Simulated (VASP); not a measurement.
# InAg3: accuracy against cost in the plane-wave cutoff and PAW data sets, part 2 of 2

A convergence test on InAg3: the plane-wave cutoff and PAW data sets. The series runs use PBEsol. The start is a cell from a database of measured crystal structures.

VASP 6.6.1, plane waves and PAW; the level of theory is named at each step.

Still holding for the runs below: The k-mesh is coarse for a metal.

So far. Step 7 (Plane-wave cutoff: ENCUT = 320): Against the run before the energy moves by +2.91 meV an atom and the pressure by -0.57 GPa, after 13 cycles in 7.2 s.

### Step 8. Plane-wave cutoff: ENCUT = 400

Level of this step: PBEsol; plane waves and PAW (In_d, Ag) (VASP).

The input, INCAR:

```
SYSTEM = InAg3
PREC = Accurate
ENCUT = 400
EDIFF = 1E-06
NELM = 100
ISMEAR = -1
SIGMA = 0.05
LREAL = .FALSE.
ALGO = Normal
GGA = PS
NBANDS = 29
LASPH = .TRUE.
LORBIT = 11
LWAVE = .FALSE.
LCHARG = .FALSE.
KPAR = 4
ISIF = 2
```

The input, POSCAR:

```
InAg3
1.0
    4.1440000000      0.0000000000      0.0000000000
    0.0000000000      4.1440000000      0.0000000000
    0.0000000000      0.0000000000      4.1440000000
In Ag
1 3
Direct
    0.0000000000      0.0000000000      0.0000000000
    0.0000000000      0.5000000000      0.5000000000
    0.5000000000      0.0000000000      0.5000000000
    0.5000000000      0.5000000000      0.0000000000
```

The input, KPOINTS:

```
Automatic mesh
0
Gamma
7 7 7
0 0 0
```

PAW data sets: In_d and Ag (PBE family, release 64).

Command:

```bash
$ mpirun -np 4 vasp_std
```

Log:

```text
[... set-up lines as in an earlier step ...]
 entering main loop
       N       E                     dE             d eps       ncg     rms          rms(c)
DAV:   1     0.356290728572E+03    0.35629E+03   -0.19249E+04  1176   0.160E+03
DAV:   2     0.827350327436E+01   -0.34802E+03   -0.33062E+03  1226   0.407E+02
DAV:   3    -0.140164430728E+02   -0.22290E+02   -0.21689E+02  1280   0.110E+02
DAV:   4    -0.145470817778E+02   -0.53064E+00   -0.53014E+00  1313   0.159E+01
[...]
DAV:  11    -0.131872127591E+02    0.18358E-05   -0.17015E-05  1300   0.518E-02    0.191E-02
DAV:  12    -0.131872138231E+02   -0.10640E-05   -0.10369E-06   779   0.106E-02    0.128E-03
DAV:  13    -0.131872138343E+02   -0.11264E-07   -0.32613E-07   710   0.710E-03
   1 F= -.13187214E+02 E0= -.13184125E+02  d E =-.617757E-02
```

Run time: 12 s. Hardware: 4 MPI ranks of Intel Xeon Platinum 8488C (Sapphire Rapids), shared host; peak memory 0.64 GiB.

Parts of OUTCAR (step 8):

```text
  Total       -0.3375210     -0.3375210     -0.3375210     -0.0000000     -0.0000000      0.0000000
  in kB       -7.5989242     -7.5989242     -7.5989242     -0.0000000     -0.0000000      0.0000000
  external PRESSURE =      -7.5989242 kB  Pullay stress =       0.0000000 kB

  FREE ENERGIE OF THE ION-ELECTRON SYSTEM (eV)
  ---------------------------------------------------
  free  energy   TOTEN  =       -13.1872138343 eV

  energy  without entropy=      -13.1810362609  energy(sigma->0) =      -13.18412505

[... 2 parts as in an earlier step ...]

[... 2 further parts left out ...]
[key lines of the parts left out:]
E-fermi :   9.1499
```

Against the run before the energy moves by +5.21 meV an atom and the pressure by +0.43 GPa, after 13 cycles in 12 s.

### Step 9. Plane-wave cutoff: ENCUT = 500

INCAR: that of step 8 with these lines changed.

```diff
@@ -2,3 +2,3 @@
 PREC = Accurate
-ENCUT = 400
+ENCUT = 500
 EDIFF = 1E-06
```

POSCAR is that of step 8.

KPOINTS is that of step 8.

Command:

```bash
$ mpirun -np 4 vasp_std
```

Log:

```text
[... set-up lines as in an earlier step ...]
 entering main loop
       N       E                     dE             d eps       ncg     rms          rms(c)
DAV:   1     0.385749037801E+03    0.38575E+03   -0.22004E+04  1176   0.186E+03
DAV:   2     0.973137758036E+01   -0.37602E+03   -0.35719E+03  1205   0.438E+02
DAV:   3    -0.139849380827E+02   -0.23716E+02   -0.23223E+02  1243   0.117E+02
DAV:   4    -0.145420035280E+02   -0.55707E+00   -0.55614E+00  1343   0.167E+01
[...]
DAV:  11    -0.131867075603E+02    0.13645E-05   -0.15773E-05  1261   0.495E-02    0.183E-02
DAV:  12    -0.131867087249E+02   -0.11646E-05   -0.11948E-06   761   0.118E-02    0.120E-03
DAV:  13    -0.131867087332E+02   -0.82082E-08   -0.34767E-07   705   0.723E-03
   1 F= -.13186709E+02 E0= -.13183620E+02  d E =-.617742E-02
```

Run time: 17 s. Hardware: 4 MPI ranks; peak memory 0.71 GiB; 62 s of CPU time.

From OUTCAR (step 9):

```text
  Total       -0.2191396     -0.2191396     -0.2191396      0.0000000      0.0000000      0.0000000
  in kB       -4.9336939     -4.9336939     -4.9336939      0.0000000      0.0000000      0.0000000
  external PRESSURE =      -4.9336939 kB  Pullay stress =       0.0000000 kB

 POSITION                                       TOTAL-FORCE (eV/Angst)
 -----------------------------------------------------------------------------------
      0.00000      0.00000      0.00000         0.000000      0.000000      0.000000
      0.00000      2.07200      2.07200         0.000000      0.000000      0.000000
      2.07200      0.00000      2.07200         0.000000      0.000000      0.000000
      2.07200      2.07200      0.00000         0.000000      0.000000      0.000000
 -----------------------------------------------------------------------------------
    total drift:                                0.000000      0.000000     -0.000000

  FREE ENERGIE OF THE ION-ELECTRON SYSTEM (eV)
  ---------------------------------------------------
  free  energy   TOTEN  =       -13.1867087332 eV

  energy  without entropy=      -13.1805313173  energy(sigma->0) =      -13.18362003

[... 1 part as in an earlier step ...]

[... 2 further parts left out ...]
[key lines of the parts left out:]
E-fermi :   9.1498
```

Against the run before the energy moves by +0.13 meV an atom and the pressure by +0.27 GPa, after 13 cycles in 17 s.

### Step 10. The plane-wave cutoff series as a table

This step: convergence of PBEsol results with the cutoff; plane waves and PAW (VASP 6.6.1).

This step runs nothing: it gathers the runs above.

Differences are taken from the run with ENCUT = 500. Results of the series, by row:

| setting | status | energy less the reference (meV/atom) | pressure (GPa) | SCF cycles | wall time (s) |
| --- | --- | --- | --- | --- | --- |
| ENCUT = 150 | converged | 2588 | -360.3 | 12 | 4.4 |
| ENCUT = 190 | converged | 196.7 | -72.89 | 13 | 5.8 |
| ENCUT = 220 | converged | 51.93 | -18.18 | 12 | 5.8 |
| ENCUT = 250 | converged | -2.781 | -2.844 | 12 | 6.6 |
| ENCUT = 290 | converged | -8.242 | -0.6132 | 12 | 6.2 |
| ENCUT = 320 | converged | -5.336 | -1.186 | 13 | 7.2 |
| ENCUT = 400 | converged | -0.1263 | -0.7599 | 13 | 12.4 |
| ENCUT = 500 | converged | 0 | -0.4934 | 13 | 16.6 |

### Step 11. PAW data sets: minimal 64: In Ag

This step: PBEsol; plane waves and PAW (In, Ag) (VASP 6.6.1).

Data sets differ in which electrons are valence and how hard the partial waves are.

INCAR: that of step 9 with these lines changed.

```diff
@@ -2,3 +2,3 @@
 PREC = Accurate
-ENCUT = 500
+ENCUT = 400
 EDIFF = 1E-06
@@ -10,3 +10,3 @@
 GGA = PS
-NBANDS = 29
+NBANDS = 24
 LASPH = .TRUE.
```

POSCAR is that of step 9.

KPOINTS is that of step 9.

The projector-augmented-wave data sets are In and Ag (PBE family, release 64).

Command:

```bash
$ mpirun -np 4 vasp_std
```

Log:

```text
[... set-up lines as in an earlier step ...]
 entering main loop
       N       E                     dE             d eps       ncg     rms          rms(c)
DAV:   1     0.180884147416E+03    0.18088E+03   -0.15267E+04   960   0.115E+03
DAV:   2    -0.110641139363E+02   -0.19195E+03   -0.18437E+03  1040   0.270E+02
DAV:   3    -0.145825467852E+02   -0.35184E+01   -0.35047E+01  1152   0.405E+01
DAV:   4    -0.145957062950E+02   -0.13160E-01   -0.13158E-01  1048   0.247E+00
DAV:   5    -0.145958341417E+02   -0.12785E-03   -0.12785E-03  1192   0.258E-01    0.105E+01
DAV:   6    -0.132907659210E+02    0.13051E+01   -0.49974E+00  1072   0.207E+01    0.637E+00
DAV:   7    -0.132423536852E+02    0.48412E-01   -0.93745E-02  1056   0.202E+00    0.359E+00
DAV:   8    -0.132120418221E+02    0.30312E-01   -0.27890E-02  1016   0.547E-01    0.348E-01
DAV:   9    -0.132118772690E+02    0.16455E-03   -0.10262E-03  1120   0.204E-01    0.253E-01
DAV:  10    -0.132118581570E+02    0.19112E-04   -0.40331E-04  1080   0.103E-01    0.191E-02
DAV:  11    -0.132118517208E+02    0.64362E-05   -0.21721E-05  1112   0.277E-02    0.113E-02
DAV:  12    -0.132118518481E+02   -0.12729E-06   -0.21231E-06   960   0.667E-03
   1 F= -.13211852E+02 E0= -.13208837E+02  d E =-.602914E-02
```

Run time: 7.8 s. Hardware: 4 MPI ranks; peak memory 0.64 GiB; 27 s of CPU time.

OUTCAR, selected parts (step 11):

```text
   k-points           NKPTS =     20   k-points in BZ     NKDIM =     20   number of bands    NBANDS=     24

   ENCUT  =  400.0 eV  29.40 Ry    5.42 a.u.   6.76  6.76  6.76*2*pi/ulx,y,z

   NELECT =      36.0000    total number of electrons

 E-fermi :   8.2458

 k-point     1 :       0.0000    0.0000    0.0000
  band No.  band energies     occupation
    ...
     15       4.9860      2.00000
     16       4.9860      2.00000
     17       7.9980      1.98602
     18       7.9980      1.98602
     19       7.9980      1.98602
     20      11.3885      0.00000
     21      13.0322      0.00000
     22      13.0322      0.00000
     23      16.4265      0.00000
     24      16.4265      0.00000

  Total       -0.3305807     -0.3305807     -0.3305807      0.0000000      0.0000000     -0.0000000
  in kB       -7.4426711     -7.4426711     -7.4426711      0.0000000      0.0000000     -0.0000000
  external PRESSURE =      -7.4426711 kB  Pullay stress =       0.0000000 kB

  FREE ENERGIE OF THE ION-ELECTRON SYSTEM (eV)
  ---------------------------------------------------
  free  energy   TOTEN  =       -13.2118518481 eV

  energy  without entropy=      -13.2058227129  energy(sigma->0) =      -13.20883728

[... 6 parts as in an earlier step ...]

[... 10 further parts left out ...]
```

The data set In keeps the semicore shell frozen, which is cheaper and a little less accurate.

This step gave:

| Property | Result |
| --- | --- |
| SCF cycles | 12 |
| electrons | 36 |
| bands | 24 |
| free energy (TOTEN) | -13.21 eV |
| energy at zero smearing | -13.21 eV |
| Fermi energy | 8.246 eV |
| pressure | -0.7443 GPa |

The series starts at -3.3022 eV an atom and -0.74 GPa, after 12 cycles in 7.8 s.

### Step 12. PAW data sets: recommended 64: In d Ag

This step: PBEsol; plane waves and PAW (In_d, Ag) (VASP 6.6.1).

INCAR: that of step 11 with these lines changed.

```diff
@@ -10,3 +10,3 @@
 GGA = PS
-NBANDS = 24
+NBANDS = 29
 LASPH = .TRUE.
```

POSCAR is that of step 11.

KPOINTS is that of step 11.

The projector-augmented-wave data sets are In_d and Ag (PBE family, release 64).

Command:

```bash
$ mpirun -np 4 vasp_std
```

Log:

```text
[... set-up lines as in an earlier step ...]
 entering main loop
       N       E                     dE             d eps       ncg     rms          rms(c)
[... 13 cycles as in an earlier step ...]
   1 F= -.13187214E+02 E0= -.13184125E+02  d E =-.617757E-02
```

The job ended after 11 s (4 MPI ranks; peak memory 0.63 GiB; 42 s of CPU time).

OUTCAR, selected parts (step 12):

```text
[... 6 parts as in an earlier step ...]

[... 1 further part left out ...]
[key lines of the parts left out:]
E-fermi :   9.1499
```

With 46 valence electrons the pressure is -0.76 GPa, -0.02 GPa from the first of the series, after 13 cycles in 11 s.

### Step 13. PAW data sets: recommended 54: In d Ag

INCAR is that of step 12.

POSCAR is that of step 12.

KPOINTS is that of step 12.

The projector-augmented-wave data sets are In_d and Ag (PBE family, release 54).

Command:

```bash
$ mpirun -np 4 vasp_std
```

Log:

```text
[... set-up lines as in an earlier step ...]
 entering main loop
       N       E                     dE             d eps       ncg     rms          rms(c)
[... 13 cycles as in an earlier step ...]
   1 F= -.13187214E+02 E0= -.13184125E+02  d E =-.617757E-02
```

It took 12 s on 4 MPI ranks; peak memory 0.64 GiB.

Parts of OUTCAR (step 13):

```text
[... 6 parts as in an earlier step ...]

[... 1 further part left out ...]
[key lines of the parts left out:]
E-fermi :   9.1499
```

With 46 valence electrons the pressure is -0.76 GPa, -0.02 GPa from the first of the series, after 13 cycles in 12 s.

### Step 14. PAW data sets: semicore 64: In d Ag pv

This step: PBEsol; plane waves and PAW (In_d, Ag_pv) (VASP 6.6.1).

INCAR: that of step 13 with these lines changed.

```diff
@@ -10,3 +10,3 @@
 GGA = PS
-NBANDS = 29
+NBANDS = 39
 LASPH = .TRUE.
```

POSCAR is that of step 13.

KPOINTS is that of step 13.

PAW data sets: In_d and Ag_pv (PBE family, release 64).

Command:

```bash
$ mpirun -np 4 vasp_std
```

Log:

```text
[... set-up lines as in an earlier step ...]
 entering main loop
       N       E                     dE             d eps       ncg     rms          rms(c)
DAV:   1     0.731836311536E+03    0.73184E+03   -0.34643E+04  2038   0.181E+03
DAV:   2     0.418459610413E+02   -0.68999E+03   -0.65480E+03  1674   0.568E+02
DAV:   3    -0.127292119561E+02   -0.54575E+02   -0.51195E+02  1826   0.150E+02
DAV:   4    -0.144388106512E+02   -0.17096E+01   -0.17034E+01  1783   0.276E+01
[...]
DAV:  10    -0.131566187695E+02    0.35813E-05   -0.31133E-04  2017   0.164E-01    0.651E-02
DAV:  11    -0.131566194288E+02   -0.65923E-06   -0.12948E-05  1975   0.336E-02    0.170E-02
DAV:  12    -0.131566190641E+02    0.36470E-06   -0.88538E-07  1097   0.106E-02
   1 F= -.13156619E+02 E0= -.13153504E+02  d E =-.623018E-02
```

It took 13 s on 4 MPI ranks; peak memory 0.66 GiB.

From OUTCAR (step 14):

```text
  Total       -0.6389580     -0.6389580     -0.6389580     -0.0000000     -0.0000000      0.0000000
  in kB      -14.3854565    -14.3854565    -14.3854565     -0.0000000     -0.0000000      0.0000000
  external PRESSURE =     -14.3854565 kB  Pullay stress =       0.0000000 kB

  FREE ENERGIE OF THE ION-ELECTRON SYSTEM (eV)
  ---------------------------------------------------
  free  energy   TOTEN  =       -13.1566190641 eV

  energy  without entropy=      -13.1503888845  energy(sigma->0) =      -13.15350397

[... 2 parts as in an earlier step ...]

[... 2 further parts left out ...]
[key lines of the parts left out:]
E-fermi :   9.7760
```

With 64 valence electrons the pressure is -1.44 GPa, -0.69 GPa from the first of the series, after 12 cycles in 13 s.

### Step 15. PAW data sets: GW 64: In d GW Ag sv GW

This step: PBEsol; plane waves and PAW (In_d_GW, Ag_sv_GW) (VASP 6.6.1).

INCAR: that of step 14 with these lines changed.

```diff
@@ -2,3 +2,3 @@
 PREC = Accurate
-ENCUT = 400
+ENCUT = 470
 EDIFF = 1E-06
@@ -10,3 +10,3 @@
 GGA = PS
-NBANDS = 39
+NBANDS = 43
 LASPH = .TRUE.
```

POSCAR is that of step 14.

KPOINTS is that of step 14.

The projector-augmented-wave data sets are In_d_GW and Ag_sv_GW (PBE family, release 64).

Command:

```bash
$ mpirun -np 4 vasp_std
```

Log:

```text
[... set-up lines as in an earlier step ...]
 entering main loop
       N       E                     dE             d eps       ncg     rms          rms(c)
DAV:   1     0.125261136851E+04    0.12526E+04   -0.39261E+04  2984   0.589E+03
DAV:   2     0.127439469314E+03   -0.11252E+04   -0.10884E+04  2767   0.179E+03
DAV:   3    -0.250605097116E+01   -0.12995E+03   -0.12311E+03  3305   0.457E+02
DAV:   4    -0.127337115223E+02   -0.10228E+02   -0.99156E+01  3424   0.112E+02
[...]
DAV:  12    -0.701266412178E+01    0.35499E-05   -0.16894E-05  2680   0.920E-02    0.403E-03
DAV:  13    -0.701266548170E+01   -0.13599E-05   -0.14333E-06  1464   0.400E-02    0.150E-03
DAV:  14    -0.701266534942E+01    0.13228E-06   -0.56496E-07  1400   0.201E-02
   1 F= -.70126653E+01 E0= -.70095891E+01  d E =-.615246E-02
```

Wall time 31 s (4 MPI ranks); peak memory 0.84 GiB.

From OUTCAR (step 15):

```text
  Total       -1.3145668     -1.3145668     -1.3145668      0.0000000     -0.0000000     -0.0000000
  in kB      -29.5960663    -29.5960663    -29.5960663      0.0000000     -0.0000000     -0.0000000
  external PRESSURE =     -29.5960663 kB  Pullay stress =       0.0000000 kB

  FREE ENERGIE OF THE ION-ELECTRON SYSTEM (eV)
  ---------------------------------------------------
  free  energy   TOTEN  =        -7.0126653494 eV

  energy  without entropy=       -7.0065128877  energy(sigma->0) =       -7.00958912

[... 1 part as in an earlier step ...]

[... 3 further parts left out ...]
[key lines of the parts left out:]
E-fermi :   7.5143
```

With 70 valence electrons the pressure is -2.96 GPa, -2.22 GPa from the first of the series, after 14 cycles in 31 s.

### Step 16. The PAW data sets series as a table

This step: convergence of PBEsol results with the datasets; plane waves and PAW (VASP 6.6.1).

This step runs nothing: it gathers the runs above.

Results of the series, by row:

| setting | status | pressure (GPa) | SCF cycles | wall time (s) |
| --- | --- | --- | --- | --- |
| minimal 64: In Ag, 400 eV | converged | -0.7443 | 12 | 7.8 |
| recommended 64: In_d Ag, 400 eV | converged | -0.7599 | 13 | 11.4 |
| recommended 54: In_d Ag, 400 eV | converged | -0.7599 | 13 | 12 |
| semicore 64: In_d Ag_pv, 400 eV | converged | -1.439 | 12 | 12.8 |
| gw 64: In_d_GW Ag_sv_GW, 470 eV | converged | -2.96 | 14 | 31 |

### Step 17. Outcome

```
plane-wave cutoff from which the energy stays within 10 meV/atom of the reference : ENCUT = 250
plane-wave cutoff from which the energy stays within 1 meV/atom of the reference  : ENCUT = 400
plane-wave cutoff from which the pressure stays within 0.2 GPa of the reference   : none before the reference itself
spread of the pressure over the plane-wave cutoff                                 : 360 GPa
spread of the energy over the plane-wave cutoff                                   : 2596 meV/atom
spread of the pressure over the PAW data sets                                     : 2.22 GPa
```

**Reading.** From ENCUT = 400 on, the energy stays within 1 meV an atom of the reference, at 75 % of its time. The pressure doesn't settle within 0.2 GPa before the reference. These cutoffs are 0.6 to 2 times the default of the data sets, about 250 eV; at the default the run is off by -2.8 meV an atom, -2.35 GPa, and at 1.3 times by -5.3 meV an atom, -0.69 GPa. Energy differences between like cells converge faster than these totals. The choice of data set moves the pressure between -2.96 GPa (gw 64: In_d_GW Ag_sv_GW) and -0.74 GPa (minimal 64: In Ag); the cutoffs differ too (400 and 470 eV). Differences are taken from the run with ENCUT = 500, which is itself not the exact limit. Data sets differ in their zero of energy, so energies are not compared. Forces vanish by symmetry in this cell, so the series can't test them. The runs at ENCUT = 150; ENCUT = 190; ENCUT = 220; ENCUT = 250 are over 30 meV an atom or 2 GPa off and describe the material poorly.

[Lines on the potential files, build, host, timing and source positions are cut from VASP's logs without a mark.]

[Logs are printed without paths, hosts, clocks, repeated set-up lines and the standing remarks that a program may print on its own settings, such as how far it seeks lower states.]

[Hosts, paths, dates, database ids (printed as entryN), source tags and the programs' standing remarks are cut or masked in the printed files.]

[A measured line is paired with the nearest computed mode of its activity, which favours agreement.]
